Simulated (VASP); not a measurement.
Output of a VASP run:

File OSZICAR:
```
       N       E                     dE             d eps       ncg     rms          rms(c)
DAV:   1     0.101950845096E+03    0.10195E+03   -0.69845E+03   910   0.110E+03
DAV:   2    -0.158979507873E+00   -0.10211E+03   -0.99823E+02   955   0.282E+02
DAV:   3    -0.686834864571E+01   -0.67094E+01   -0.66593E+01  1210   0.817E+01
DAV:   4    -0.704012692081E+01   -0.17178E+00   -0.17172E+00  1078   0.159E+01
DAV:   5    -0.704798005317E+01   -0.78531E-02   -0.78530E-02  1288   0.276E+00    0.373E+00
DAV:   6    -0.695911944275E+01    0.88861E-01   -0.17420E-01  1219   0.679E+00    0.216E+00
DAV:   7    -0.694904974295E+01    0.10070E-01   -0.68590E-02  1177   0.272E+00    0.605E-01
DAV:   8    -0.695019972232E+01   -0.11500E-02   -0.75442E-03  1141   0.115E+00    0.219E-01
DAV:   9    -0.695080991036E+01   -0.61019E-03   -0.85790E-04  1020   0.303E-01    0.708E-02
DAV:  10    -0.695089725654E+01   -0.87346E-04   -0.68978E-05  1148   0.597E-02    0.282E-02
DAV:  11    -0.695094287566E+01   -0.45619E-04   -0.79787E-05   975   0.597E-02    0.176E-02
DAV:  12    -0.695094350925E+01   -0.63359E-06   -0.85674E-07   827   0.793E-03
   1 F= -.69509435E+01 E0= -.69510301E+01  d E =-.695094E+01
```

OUTCAR:
```
------------------------ aborting loop because EDIFF is reached ----------------------------------------
  FORCE on cell =-STRESS in cart. coord.  units (eV):
  Direction    XX          YY          ZZ          XY          YZ          ZX
  --------------------------------------------------------------------------------------
  Total        0.0001000      0.0001000      0.0001000      0.0000000      0.0000000     -0.0000000
  in kB        0.0021960      0.0021960      0.0021960      0.0000000      0.0000000     -0.0000000
  external PRESSURE =       0.0021960 kB  Pullay stress =       0.0000000 kB
  volume of cell :       72.95
      direct lattice vectors                 reciprocal lattice vectors
     0.000000000  3.316390771  3.316390771    -0.150766310  0.150766310  0.150766310
     3.316390771  0.000000000  3.316390771     0.150766310 -0.150766310  0.150766310
     3.316390771  3.316390771  0.000000000     0.150766310  0.150766310 -0.150766310
  FREE ENERGIE OF THE ION-ELECTRON SYSTEM (eV)
  ---------------------------------------------------
  free  energy   TOTEN  =        -6.9509435093 eV

  energy  without entropy=       -6.9512031425  energy(sigma->0) =       -6.95103005

 reached required accuracy - stopping structural energy minimisation
```
(Selected blocks of OUTCAR.)

File POSCAR:
```
InSb
1
   -0.0000000000     3.3163907709     3.3163907709
    3.3163907709     0.0000000000     3.3163907709
    3.3163907709     3.3163907709    -0.0000000000
In Sb
1 1
Direct
  0.0000000000   0.0000000000   0.0000000000
  0.2500000000   0.2500000000   0.2500000000
```

Q: Reconstruct the remaining input files.

A: This is not unique; one that fits is the input of the run itself, PBE GGA, plane waves, VASP's PBE PAW potentials (set 64).

File KPOINTS:
```
Automatic mesh
0
Gamma
9 9 9
0 0 0
```

**INCAR**
```
# general
SYSTEM =InSb
PREC   =Accurate
ENCUT  =400
LREAL  =.False.   # projection in real space or not
LASPH  =.True.

# electronic loop
EDIFF  =1E-6
NELM   =100   # most electronic steps
ALGO   =Normal
LMAXMIX=4   # l cut-off of mixed one-centre charges

# smearing
ISMEAR =1   # Methfessel-Paxton
SIGMA  =0.1

# functional
GGA    =PE   # PBE

# ions
IBRION =2
NSW    =60
ISIF   =3   # ions, shape and volume
EDIFFG =-0.01

# output
LWAVE  =.False.
LCHARG =.False.
```

POTCAR, in this order: In_d Sb (PBE.64 set). Program: vasp_std.

The compound is InSb in the zinc blende structure. It was relaxed first, which changed the volume by +7 %. The start is the result of an earlier pass.
